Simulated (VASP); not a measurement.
An input for Ansatz (written as the equivalent of a VASP run, and not itself run):

Ansatz 0.2 input:
```yaml
crystal:
  lattice:
    - [4.2249538, 0.0000000, 0.0000000]
    - [0.0000000, 4.2249538, 0.0000000]
    - [0.0000000, 0.0000000, 8.9276985]
  atoms:
    - { symbol: Sr, position: [0.5000000, 0.0000000, 0.1478437] }
    - { symbol: Sr, position: [0.0000000, 0.5000000, 0.8521563] }
    - { symbol: I, position: [0.5000000, 1.0000000, 0.6733844] }
    - { symbol: I, position: [0.0000000, 0.5000000, 0.3266156] }
    - { symbol: F, position: [0.5000000, 0.5000000, 0.0000000] }
    - { symbol: F, position: [0.0000000, 0.0000000, 0.0000000] }
kpoints:
  mp_grid: { grid: [5, 5, 3] }
hamiltonian:
  xc: r2scan
  pseudopotentials: { kind: paw }
scf:
  occupations: { method: gaussian, width: 0.05 }
  max_iter: 100
relax:
  max_steps: 60
  f_tol: 0.02
  cell: {}
output: { forces: true, stress: true, eigenvalues: true }
```

Question: Write the VASP files for the same calculation (r2SCAN).

Answer: This is not unique; one that fits is 
KPOINTS:
```
K-points
0
gamma
  5 5 3
0 0 0
```

### POSCAR
```
SrIF
1.0
  4.2249537939   0.0000000000   0.0000000000
  0.0000000000   4.2249537939   0.0000000000
  0.0000000000   0.0000000000   8.9276985401
Sr I F
2 2 2
direct
  0.5000000000   0.0000000000   0.1478437221
  0.0000000000   0.5000000000   0.8521562779
  0.5000000000   1.0000000000   0.6733843643
  0.0000000000   0.5000000000   0.3266156357
  0.5000000000   0.5000000000   0.0000000000
  0.0000000000   0.0000000000   0.0000000000
```

**INCAR**
```
SYSTEM = SrIF
PREC = Accurate
ENCUT = 520
EDIFF = 1E-6
NELM = 100
ALGO = Normal
LREAL = .FALSE.
LASPH = .TRUE.
ISMEAR = 0
SIGMA = 0.05
METAGGA = R2SCAN
LMIXTAU = .TRUE.
LMAXMIX = 4
LWAVE = .FALSE.
LCHARG = .FALSE.
IBRION = 2
ISIF = 3
NSW = 60
EDIFFG = -0.02
```

POTCAR, in this order: Sr_sv I F (PBE.64 set). Program: vasp_std.

What does not carry over: each code has its own PAW files, so the cut-off isn't converted (ENCUT is set for VASP's; basis.ecutwfc is left out, and Ansatz then takes the one that its files recommend); Ansatz stops its SCF on the density residual and VASP on the energy change (EDIFF).

The structure comes from a computed database's SrIF entry (P4/nmm); how it stands against other phases isn't given here. This run relaxes it. Symmetry was kept, so distortions that lower it aren't found. The start is the result of an earlier pass.
